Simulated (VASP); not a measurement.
Output of a VASP run:

OSZICAR:
```
       N       E                     dE             d eps       ncg     rms          rms(c)
DAV:   1     0.461205475390E+02    0.46121E+02   -0.74102E+03   522   0.146E+03
DAV:   2    -0.163128106586E+02   -0.62433E+02   -0.59946E+02   876   0.234E+02
DAV:   3    -0.183990744312E+02   -0.20863E+01   -0.20068E+01   631   0.424E+01
DAV:   4    -0.184355270697E+02   -0.36453E-01   -0.36378E-01   770   0.474E+00
DAV:   5    -0.184360137242E+02   -0.48665E-03   -0.48631E-03   718   0.347E-01    0.239E+01
DAV:   6    -0.163571531941E+02    0.20789E+01   -0.24023E+01   570   0.316E+01    0.229E+01
DAV:   7    -0.161165179065E+02    0.24064E+00   -0.21069E+00   573   0.100E+01    0.155E+01
DAV:   8    -0.161162922737E+02    0.22563E-03   -0.12426E-01   586   0.447E+00    0.499E+00
DAV:   9    -0.161133233689E+02    0.29689E-02   -0.68523E-03   596   0.103E+00    0.620E-01
DAV:  10    -0.161136461109E+02   -0.32274E-03   -0.86492E-04   739   0.285E-01    0.266E-01
DAV:  11    -0.161136219016E+02    0.24209E-04   -0.13862E-04   598   0.879E-02    0.255E-02
DAV:  12    -0.161136226107E+02   -0.70913E-06   -0.78012E-06   621   0.326E-02
   1 F= -.16113623E+02 E0= -.16113541E+02  d E =-.162417E-03
```

### OUTCAR
```
------------------------ aborting loop because EDIFF is reached ----------------------------------------
  FORCE on cell =-STRESS in cart. coord.  units (eV):
  Direction    XX          YY          ZZ          XY          YZ          ZX
  --------------------------------------------------------------------------------------
  Total       -1.6464944     -1.6464944     -1.6464944      0.0000000      0.0000000     -0.0000000
  in kB      -80.5086039    -80.5086039    -80.5086039      0.0000000      0.0000000     -0.0000000
  external PRESSURE =     -80.5086039 kB  Pullay stress =       0.0000000 kB
  volume of cell :       32.77
      direct lattice vectors                 reciprocal lattice vectors
     0.000000000  2.539800000  2.539800000    -0.196865895  0.196865895  0.196865895
     2.539800000  0.000000000  2.539800000     0.196865895 -0.196865895  0.196865895
     2.539800000  2.539800000  0.000000000     0.196865895  0.196865895 -0.196865895
 POSITION                                       TOTAL-FORCE (eV/Angst)
 -----------------------------------------------------------------------------------
      0.00000      0.00000      0.00000         0.000000      0.000000      0.000000
      2.53980      2.53980      2.53980        -0.000000      0.000000     -0.000000
 -----------------------------------------------------------------------------------
    total drift:                                0.000000      0.000000      0.000000
  FREE ENERGIE OF THE ION-ELECTRON SYSTEM (eV)
  ---------------------------------------------------
  free  energy   TOTEN  =       -16.1136226107 eV

  energy  without entropy=      -16.1134601936  energy(sigma->0) =      -16.11354140
```
(Selected blocks of OUTCAR.)

**POSCAR**
```
GdN
1
    0.0000000000     2.5398000000     2.5398000000
    2.5398000000     0.0000000000     2.5398000000
    2.5398000000     2.5398000000     0.0000000000
Gd N
1 1
Direct
  0.0000000000   0.0000000000   0.0000000000
  0.5000000000   0.5000000000   0.5000000000
```

Q: Reconstruct the remaining input files.

A: Several could match; the one computed here: the input of the run itself, PBE GGA, plane waves, VASP's PBE PAW potentials (set 64).

**KPOINTS**
```
kpoints
0
Gamma
 8 8 8
0 0 0
```

INCAR:
```
! general
SYSTEM   =  GdN
PREC     =  Accurate
ENCUT    =  520   ! plane-wave cut-off (eV)
LREAL    =  .FALSE.
LASPH    =  .TRUE.
NBANDS   =  9

! electronic loop
EDIFF    =  1E-6
NELM     =  100
ALGO     =  Normal   ! blocked Davidson
LMAXMIX  =  6   ! l cut-off of mixed one-centre charges

! smearing
ISMEAR   =  0
SIGMA    =  0.05   ! width (eV)

! functional
GGA      =  PE

! ions
ISIF     =  2   ! forces and stress, cell fixed

! output
LWAVE    =  .FALSE.
LCHARG   =  .FALSE.
```

POTCAR, in this order: Gd_3 N (PBE.64 set). Program: vasp_std.

The 4f electrons are frozen in the core of the lanthanide potential, so 4f levels, which can set the real gap, and their magnetism are missing.

The compound is GdN in the rock salt structure. The cell was not relaxed at this level. The run is one of a series of settings (NBANDS = 9 against the base run), some of them coarse on purpose.
